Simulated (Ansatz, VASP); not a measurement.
**One calculation of Mo2C3, two programs**

```
Mo C
1.0
     3.95727    0.00000    0.00000
     0.00000    3.95727    0.00000
     0.00000    0.00000    3.95727
Mo C
2 3
Cartesian
  1.9786 1.9786 1.9786
  0.0000 0.0000 0.0000
  0.0000 1.9786 1.9786
  1.9786 0.0000 1.9786
  1.9786 1.9786 0.0000
```

Alike in both runs: task single point; functional PBE; k mesh 4 × 4 × 4; occupations gaussian, width 0.1 eV; collinear spin.

|  | VASP | Ansatz |
| --- | --- | --- |
| version | VASP 6.6.1 | Ansatz 0.2.0 |
| potentials or method | VASP PAW PBE potentials, release 64 (Mo_sv, C) | scalar-relativistic, plane waves, PAW |
| plane-wave cutoff (eV) | 520 | 420 |
| valence electrons in the cell | 40 | 40 |

|  | VASP | Ansatz | Ansatz less VASP |
| --- | --- | --- | --- |
| gap on the k mesh at the Fermi level (eV) | none | none | - |
| pressure (GPa) | -0.2 | 2.6 | +2.79 |
| net moment per atom (μB) | 0.00 | 0.35 | +0.348 |
| size of the moment on the site where the two differ most (μB) | 0.00 | 1.68 | +1.677 |

The net moments differ so much that the two runs ended in different magnetic states, which moves the other rows too. Site moments also hang on the region over which each program counts them. A gap of «none» marks a metal or a gap that the smearing closes.

Caveats: the k mesh is coarse (spacing up to 0.40 Å⁻¹), so the values aren't converged.
